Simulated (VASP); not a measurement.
Computed with revPBE GGA, VASP's PBE PAW potentials (set 64) (plane waves; VASP).

Input for VASP

**KPOINTS**
```
Automatic mesh
0
Gamma
11 11 11
0 0 0
```

File POSCAR:
```
Eu
1
   -2.2764893096     2.2764893096     2.2764893096
    2.2764893096    -2.2764893096     2.2764893096
    2.2764893096     2.2764893096    -2.2764893096
Eu
1
Direct
  0.0000000000   0.0000000000   0.0000000000
```

### INCAR
```
SYSTEM = Eu
PREC = Accurate; ENCUT = 520; LREAL = .FALSE.
LASPH = .TRUE.
EDIFF = 1E-7; NELM = 100; ALGO = Normal
LMAXMIX = 6
ISMEAR = 1; SIGMA = 0.1
GGA = RE
ISIF = 2
LWAVE = .FALSE.; LCHARG = .FALSE.
```

POTCAR, in this order: Eu_2 (PBE.64 set). Program: vasp_std.

What VASP printed:

**OUTCAR**
```
 ion  position               nearest neighbor table
   1  0.000  0.000  0.000-
  LATTYP: Found a body centered cubic cell.
 ALAT       =     4.5529786192
 Subroutine PRICEL returns:
 Original cell was already a primitive cell.
 Subroutine GETGRP returns: Found 48 space group operations
The static configuration has the point symmetry O_h .
The dynamic configuration has the point symmetry O_h .
 Subroutine INISYM returns: Found 48 space group operations
 Subroutine IBZKPT returns following result:
 Found     56 irreducible k-points:

 Following reciprocal coordinates:
            Coordinates               Weight
  0.000000  0.000000  0.000000      1.000000
  0.090909  0.000000  0.000000     12.000000
  0.181818  0.000000  0.000000     12.000000
  0.272727  0.000000  0.000000     12.000000
  0.363636  0.000000  0.000000     12.000000
  0.454545  0.000000  0.000000     12.000000
  0.090909  0.090909  0.000000     24.000000
  0.181818  0.090909  0.000000     48.000000
  0.272727  0.090909  0.000000     48.000000
  0.363636  0.090909  0.000000     48.000000
  0.454545  0.090909  0.000000     24.000000
  0.181818  0.181818  0.000000     24.000000
  0.272727  0.181818  0.000000     48.000000
  0.363636  0.181818  0.000000     48.000000
  0.272727  0.272727  0.000000     24.000000
  0.363636  0.272727 -0.000000     24.000000
  0.090909  0.090909  0.090909      8.000000
  0.181818  0.090909  0.090909     24.000000
  0.272727  0.090909  0.090909     24.000000
  0.363636  0.090909  0.090909     24.000000
 -0.090909  0.090909  0.090909      6.000000
  0.181818  0.181818  0.090909     24.000000
  0.272727  0.181818  0.090909     48.000000
  0.363636  0.181818  0.090909     24.000000
 -0.181818  0.181818  0.090909     24.000000
  0.272727  0.272727  0.090909     24.000000
 -0.272727  0.272727  0.090909     24.000000
 -0.181818  0.272727  0.090909     24.000000
 -0.363636  0.363636  0.090909     24.000000
 -0.272727  0.363636  0.090909     48.000000
 -0.454545  0.454545  0.090909     24.000000
 -0.363636  0.454545  0.090909     48.000000
 -0.272727  0.454545  0.090909     24.000000
 -0.454545 -0.454545  0.090909     24.000000
 -0.363636 -0.454545  0.090909     48.000000
 -0.363636 -0.363636  0.090909      8.000000
  0.181818  0.181818  0.181818      8.000000
  0.272727  0.181818  0.181818     24.000000
 -0.181818  0.181818  0.181818      6.000000
  0.272727  0.272727  0.181818      8.000000
   k-points           NKPTS =     56   k-points in BZ     NKDIM =     56   number of bands    NBANDS=      8
   number of dos      NEDOS =    301   number of ions     NIONS =      1
   total plane-waves  NPLWV =  27000
   dimension x,y,z NGX =    30 NGY =   30 NGZ =   30
   dimension x,y,z NGXF=    60 NGYF=   60 NGZF=   60
   ions per type =               1
   PREC   = accura    normal or accurate (medium, high low for compatibility)
   ISTART =      0    job   : 0-new  1-cont  2-samecut
   ICHARG =      2    charge: 1-file 2-atom 10-const
   ISPIN  =      1    spin polarized calculation?
   LNONCOLLINEAR =      F non collinear calculations
   LSORBIT =      F    spin-orbit coupling
   INIWAV =      1    electr: 0-lowe 1-rand  2-diag
   ENCUT  =  520.0 eV  38.22 Ry    6.18 a.u.   7.33  7.33  7.33*2*pi/ulx,y,z
   NELM   =    100;   NELMIN=  2; NELMDL= -5     # of ELM steps
   EDIFF  = 0.1E-06   stopping-criterion for ELM
   LREAL  =      F    real-space projection
   NLSPLINE    = F    spline interpolate recip. space projectors
   LMAXMIX     =    6 max onsite mixed and CHGCAR
   VOSKOWN=      0    Vosko Wilk Nusair interpolation
...
```

OSZICAR:
```
       N       E                     dE             d eps       ncg     rms          rms(c)
DAV:   1     0.108128161295E+02    0.10813E+02   -0.37665E+03   912   0.813E+02
DAV:   2    -0.145257564806E+01   -0.12265E+02   -0.12120E+02  1272   0.110E+02
DAV:   3    -0.161078063007E+01   -0.15820E+00   -0.15637E+00  1288   0.977E+00
DAV:   4    -0.161283937976E+01   -0.20587E-02   -0.20587E-02  1352   0.141E+00
DAV:   5    -0.161284418615E+01   -0.48064E-05   -0.48066E-05  1336   0.641E-02    0.654E+00
DAV:   6    -0.162617545335E+01   -0.13331E-01   -0.22594E-03  1448   0.471E-01    0.389E+00
DAV:   7    -0.163412601616E+01   -0.79506E-02   -0.56206E-03  1360   0.712E-01    0.635E-02
DAV:   8    -0.163423126208E+01   -0.10525E-03   -0.16610E-04  1496   0.105E-01    0.167E-02
DAV:   9    -0.163424344759E+01   -0.12186E-04   -0.11663E-05  1224   0.265E-02    0.589E-03
DAV:  10    -0.163424350306E+01   -0.55467E-07   -0.20940E-06  1544   0.118E-02    0.153E-03
DAV:  11    -0.163424363202E+01   -0.12896E-06   -0.39450E-08   840   0.181E-03    0.764E-04
DAV:  12    -0.163424374131E+01   -0.10929E-06   -0.45663E-09   600   0.654E-04    0.421E-05
DAV:  13    -0.163424373239E+01    0.89192E-08   -0.62674E-10   592   0.378E-04
   1 F= -.16342437E+01 E0= -.16340758E+01  d E =-.503931E-03
```

File OUTCAR:
```
------------------------ aborting loop because EDIFF is reached ----------------------------------------
  FORCE on cell =-STRESS in cart. coord.  units (eV):
  Direction    XX          YY          ZZ          XY          YZ          ZX
  --------------------------------------------------------------------------------------
  Total       -0.0228403     -0.0228403     -0.0228403      0.0000000      0.0000000      0.0000000
  in kB       -0.7754545     -0.7754545     -0.7754545      0.0000000      0.0000000      0.0000000
  external PRESSURE =      -0.7754545 kB  Pullay stress =       0.0000000 kB
  volume of cell :       47.19
      direct lattice vectors                 reciprocal lattice vectors
    -2.276489310  2.276489310  2.276489310     0.000000000  0.219636437  0.219636437
     2.276489310 -2.276489310  2.276489310     0.219636437  0.000000000  0.219636437
     2.276489310  2.276489310 -2.276489310     0.219636437  0.219636437  0.000000000
 POSITION                                       TOTAL-FORCE (eV/Angst)
 -----------------------------------------------------------------------------------
      0.00000      0.00000      0.00000         0.000000      0.000000     -0.000000
 -----------------------------------------------------------------------------------
    total drift:                               -0.000000     -0.000000      0.000000
  FREE ENERGIE OF THE ION-ELECTRON SYSTEM (eV)
  ---------------------------------------------------
  free  energy   TOTEN  =        -1.6342437324 eV

  energy  without entropy=       -1.6337398009  energy(sigma->0) =       -1.63407576
```
(Selected blocks of OUTCAR.)

The 4f electrons are frozen in the core of the lanthanide potential, so 4f levels, which can set the real gap, and their magnetism are missing.

The compound is Eu in the bcc structure. It was relaxed first.
